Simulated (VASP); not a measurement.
Cost and result of VASP (PAW) for the lattice constant a of CsI (CsCl type). Static lattice. The cost counts the five points of the equation of state, each on the mesh and cut-off of its row, so the ratios hold those differences too. With PBEsol it took about 70 core-seconds. The timings are rough (shared machines, no repeats); factors under 2 mean little.

```
level   k-mesh  cut-off (eV)  lattice constant a (Å)  cost over PBEsol
------  ------  ------------  ----------------------  ----------------
LDA      6×6×6           520                     ___               ___
PBEsol   6×6×6           520                   4.514         reference
r2SCAN   6×6×6           520                   4.617     about 7 times
SCAN     6×6×6           520                     ___               ___
```

**Question.** Some entries are withheld; supply them.

**Answer.** 
- LDA, lattice constant a (Å): 4.409
- LDA, cost over PBEsol: within a factor of 2
- SCAN, lattice constant a (Å): 4.595
- SCAN, cost over PBEsol: about 9 times

Left out are levels that failed, ran on another kind of processor or have no fit band path; at most nine are shown.

The compound is CsI in the CsCl type structure.
